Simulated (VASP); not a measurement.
Data:

```
Pd
1.0
    0.00000     1.94500     1.94500
    1.94500     0.00000     1.94500
    1.94500     1.94500     0.00000
Pd
1
Direct
  0.00000   0.00000   0.00000
```

All values below come from PBE GGA with D4 dispersion, VASP's PBE PAW potentials (set 64) (plane waves; VASP). Numerical set-up: 520 eV cut-off, 14×14×14 Γ-centred mesh, first-order Methfessel-Paxton smearing of 0.10 eV, potentials Pd.

The ions, cell shape and volume are relaxed. Which structure does the run end with?

```
Pd
1.0
    0.00000     1.95290     1.95290
    1.95290     0.00000     1.95290
    1.95290     1.95290     0.00000
Pd
1
Direct
  0.00000   0.00000   0.00000
```
Space group Fm-3m (225), at a tolerance of 0.03 Å.

How do energy and volume change from the first to the last step?

The energy (σ→0) changes by -1.3 meV/atom and the volume by +1.2 %, in 3 ionic steps.

The compound is Pd in the fcc structure. This run relaxes it. Symmetry was kept, so distortions that lower it aren't found.
